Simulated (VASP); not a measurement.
A run of VASP 6.6.1 is set up as follows.

INCAR

```
SYSTEM = Mg6AlMo
PREC = Accurate
ENCUT = 520
EDIFF = 1E-7
ISMEAR = -1
SIGMA = 0.05
LREAL = .False.
LASPH = .True.
NELM = 100
ALGO = Normal
ISIF = 2
LWAVE = .False.
LCHARG = .True.
GGA = PE
LELF = .True.
LVHAR = .True.
NBANDS = 24
```

Contents of KPOINTS:

```
regular mesh
0
Gamma
  6 5 5
  0 0 0
```

Contents of POSCAR:

```
Mg6AlMo
1.0
    4.8183450000      0.0000000000      0.0000000000
    0.0000000000      3.0784555000      5.3212235000
    0.0000000000     -3.0784555000      5.3212235000
Mo Al Mg
1 1 6
Direct
    0.5030650000      0.6802760000      0.6713410000
    0.0015840000      0.8183920000      0.8046130000
    0.4930410000      0.1666180000      0.1530750000
    0.5082800000      0.6713660000      0.1702080000
    0.4906920000      0.1500530000      0.6841660000
    0.0053020000      0.3411790000      0.3356120000
    0.0081170000      0.8272300000      0.3432820000
    0.0028790000      0.3544370000      0.8221090000
```

Potentials or basis: VASP PAW PBE potentials, release 64 (Mo_sv, Al, Mg).

Launch:

```console
$ cat potpaw_PBE.64/Mo_sv/POTCAR potpaw_PBE.64/Al/POTCAR potpaw_PBE.64/Mg/POTCAR > POTCAR
$ mpirun -np 1 vasp_std > vasp.out
```

(1) What does it give for the band gap on the k mesh?

(2) Predict the largest force.

(3) Predict the pressure.

Answers

(1) none (metal or under the smearing width).

(2) 0.597 eV/Å.

(3) 0.3 GPa.
